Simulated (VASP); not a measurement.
Input of a VASP 6.6.1 run:

The input INCAR:

```
SYSTEM = HfIn4SiO6
  PREC = Accurate
  ENCUT = 520
  EDIFF = 1E-8
  ISMEAR = -1
  SIGMA = 0.05
  LREAL = .FALSE.
  LASPH = .TRUE.
  NELM = 80
  ALGO = Normal
  ISIF = 2
  LWAVE = .FALSE.
  LCHARG = .FALSE.
  GGA = PE
  LEFG = .TRUE.
  KPAR = 4
```

Contents of KPOINTS:

```
regular mesh
0
G
  6 6 4
  0 0 0
```

POSCAR

```
HfIn4SiO6
1.0
    2.7160300000     -4.7033200000      0.0044800000
    2.7160300000      4.7033200000      0.0044800000
   -1.8630900000      0.0000000000      7.4041500000
Hf In Si O
1 4 1 6
Direct
    0.2048000000      0.7952000000      0.0000000000
    0.3713900000      0.6286100000      0.5000000000
    0.5381200000      0.4618800000      0.0000000000
    0.0350000000      0.9650000000      0.5000000000
    0.7090700000      0.2909300000      0.5000000000
    0.8714600000      0.1285400000      0.0000000000
    0.1074100000      0.0691800000      0.8666700000
    0.9308200000      0.8925900000      0.1333300000
    0.8397500000      0.3782000000      0.8666900000
    0.6218000000      0.1602500000      0.1333100000
    0.1981300000      0.4689100000      0.1333800000
    0.5310900000      0.8018700000      0.8666200000
```

Potentials or basis: VASP PAW PBE potentials, release 64 (Hf_pv, In_d, Si, O).

Command:

```sh
$ cat potpaw_PBE.64/Hf_pv/POTCAR potpaw_PBE.64/In_d/POTCAR potpaw_PBE.64/Si/POTCAR potpaw_PBE.64/O/POTCAR > POTCAR
$ mpirun -np 4 vasp_std > vasp.out
```

(1) Estimate the pressure.

(2) Estimate the largest force.

(3) Estimate the band gap on the k mesh.

Results:

(1) -0.4 GPa.

(2) 0.132 eV/Å.

(3) none (metal or under the smearing width).
